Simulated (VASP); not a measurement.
Input:

```xyz
3
Lattice="3.2196 0.0000 0.0000 -1.6098 2.7882 0.0000 0.0000 0.0000 15.8679" Properties=species:S:1:pos:R:3 pbc="T T T"
Hf    -1.6098     2.7882     7.9339
O      0.0000     1.8588     8.8877
O      1.6098     0.9294     6.9801
```

Method: r2SCAN meta-GGA, VASP's PBE PAW potentials (set 64) (plane waves; VASP). Numerical set-up: 520 eV cut-off, 10×10×1 Γ-centred mesh, Gaussian smearing of 0.010 eV, potentials Hf_pv O.

The cell holds a wide vacuum, so values per volume refer to the whole cell.

**Question.** What does the run give for the energy per atom (σ→0)?

**Answer.** 
- energy per atom (σ→0): -22.633 eV/atom

Only differences to runs with the same potentials and settings are physical.

The cell is a sheet with vacuum, built from a generated structure.
